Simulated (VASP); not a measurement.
A run of VASP 6.6.1 is set up as follows.

File POSCAR:

```
BiCl
1.0
    0.0000000000      3.0945600000      3.0945600000
    3.0945600000      0.0000000000      3.0945600000
    3.0945600000      3.0945600000      0.0000000000
Bi Cl
1 1
Direct
    0.0000000000      0.0000000000      0.0000000000
    0.5000000000      0.5000000000      0.5000000000
```

INCAR.step1

```
SYSTEM = BiCl
PREC = Accurate
ENCUT = 600
ISMEAR = -5
SIGMA = 0.1
LREAL = .False.
LASPH = .True.
NELM = 80
GGA = PE
ALGO = Normal
EDIFF = 1E-4
LWAVE = .True.
LCHARG = .False.
```

The input INCAR.step2:

```
SYSTEM = BiCl
PREC = Accurate
ENCUT = 600
EDIFF = 1E-6
ISMEAR = -5
SIGMA = 0.1
LREAL = .False.
LASPH = .True.
NELM = 80
ALGO = Normal
ISIF = 3
LWAVE = .False.
LCHARG = .False.
METAGGA = R2SCAN
LMIXTAU = .True.
IBRION = 2
NSW = 60
EDIFFG = -0.1
ISTART = 1
```

Contents of KPOINTS:

```
regular mesh
0
Gamma
  5 5 5
  0 0 0
```

Potentials or basis: VASP PAW PBE potentials, release 64 (Bi_d, Cl).

Launch:

```bash
$ cat potpaw_PBE.64/Bi_d/POTCAR potpaw_PBE.64/Cl/POTCAR > POTCAR
$ cp INCAR.step1 INCAR
$ mpirun -np 1 vasp_std > vasp.out
$ cp INCAR.step2 INCAR
$ mpirun -np 1 vasp_std > vasp.out
```

Problem. What does it give for the band gap on the k mesh?

Solution. None (metal or under the smearing width).

Problem. Predict the space group after relaxing (to 0.05 Å).

Solution. Fm-3m (No. 225).

Problem. Estimate the relaxed cell.

Solution. a = 4.417 Å, b = 4.417 Å, c = 4.417 Å, α = 60.00°, β = 60.00°, γ = 60.00°.

Final structure:
```xyz
2
Lattice="0.0000 3.1236 3.1236 3.1236 0.0000 3.1236 3.1236 3.1236 0.0000" Properties=species:S:1:pos:R:3 pbc="T T T"
Bi    3.1236    3.1236    6.2472
Cl    3.1236    3.1236    3.1236
```

Caveat: spin-orbit coupling is left out, which moves the levels of the heavy elements.
